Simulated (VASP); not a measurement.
Here is the system:

```xyz
4
Lattice="3.9635 0.0000 0.0000 0.0000 3.9635 0.0000 0.0000 0.0000 3.9635" Properties=species:S:1:pos:R:3 pbc="T T T"
Ti     0.0000     0.0000     0.0000
Pt     0.0000     1.9817     1.9817
Pt     1.9817     0.0000     1.9817
Pt     1.9817     1.9817     0.0000
```

Level of theory: revPBE GGA, VASP's PBE PAW potentials (set 64) (plane waves; VASP). Numerical set-up: 520 eV cut-off, Gaussian smearing of 0.050 eV, potentials Ti_sv Pt.

Unless said otherwise, spin-orbit coupling is left out, though it shifts the bands of the heavy elements here.

Q: What does the run give for the band gap (along the path) with the smallest direct gap where there is one?

A: 
```yaml
band gap (along the path): none (metal, semimetal or under 0.01 eV)
```

The compound is Pt3Ti in the L1_2 structure. It was relaxed first.
